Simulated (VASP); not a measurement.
Crystal: Ni.

```xyz
1
Lattice="0.0000 1.7619 1.7619 1.7619 0.0000 1.7619 1.7619 1.7619 0.0000" Properties=species:S:1:pos:R:3 pbc="T T T"
Ni    0.0000    0.0000    0.0000
```

| Quantity | Value |
| --- | --- |
| Program | VASP 6.6.1 |
| Task | relaxation of cell and atoms |
| Functional | LDA |
| Potentials or basis | VASP PAW LDA potentials, release 64 (Ni) |
| Cutoff | 600 eV |
| k mesh | 22 × 22 × 22 |
| Occupations | methfessel-paxton, width 0.1 eV |
| Spin | collinear spin, ferromagnetic start |
| Starting moments | [0.7] μB |

At the start: pressure -17.9 GPa; volume 10.94 Å³/atom.

Question: Where does the relaxation end?

Answer: Over 4 steps the energy falls by 55.6 meV/atom and the volume is 10.02 Å³/atom (-8.4 %); space group Fm-3m (No. 225, to 0.05 Å); moment 0.58 μB per cell.

Step by step:
| step | energy change (eV) | largest force (eV/Å) | pressure (GPa) | volume (Å³) |
| --- | --- | --- | --- | --- |
| 1 | 0.0000 | 0.0000 | -17.94 | 10.94 |
| 2 | 0.0214 | 0.0000 | 30.03 | 9.11 |
| 3 | -0.0556 | 0.0000 | -0.47 | 10.04 |
| 4 | -0.0556 | 0.0000 | -0.13 | 10.02 |

Final structure:
```
Ni
1.0
     0.00000    1.71104    1.71104
     1.71104    0.00000    1.71104
     1.71104    1.71104    0.00000
Ni
1
Direct
  0.00000 0.00000 0.00000
```
